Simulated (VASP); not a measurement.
Input:

```
Fe
1.0
   -1.37654     1.37654     1.37654
    1.37654    -1.37654     1.37654
    1.37654     1.37654    -1.37654
Fe
1
Direct
  0.00000   0.00000   0.00000
```
Starting moments (μB, in the order of the record's atoms Fe): 2.2.

The numbers are results of PBE GGA, VASP's PBE PAW potentials (set 64) (plane waves; VASP), not measurements. Numerical set-up: 500 eV cut-off, 18×18×18 Γ-centred mesh, first-order Methfessel-Paxton smearing of 0.10 eV, potentials Fe.

Energy and stress use the plane-wave basis of the starting cell.

### Question
The ions, cell shape and volume at an external pressure of 30.0 GPa are relaxed. Predict the relaxed structure.

### Answer

```
Fe
1.0
   -1.36138     1.36138     1.36138
    1.36138    -1.36138     1.36138
    1.36138     1.36138    -1.36138
Fe
1
Cartesian
  0.00000   0.00000   0.00000
```
Space group Im-3m (229), at a tolerance of 0.03 Å. The cell ends with 2.00 μB, on the sites 1.97 μB.

### Question
How do energy and volume change from the first to the last step?

### Answer
The energy (σ→0) changes by +52.1 meV/atom and the volume by -3.3 %, in 3 ionic steps.

The compound is Fe in the bcc structure. This run relaxes it under an external pressure of 30 GPa. Symmetry was kept, so distortions that lower it aren't found.
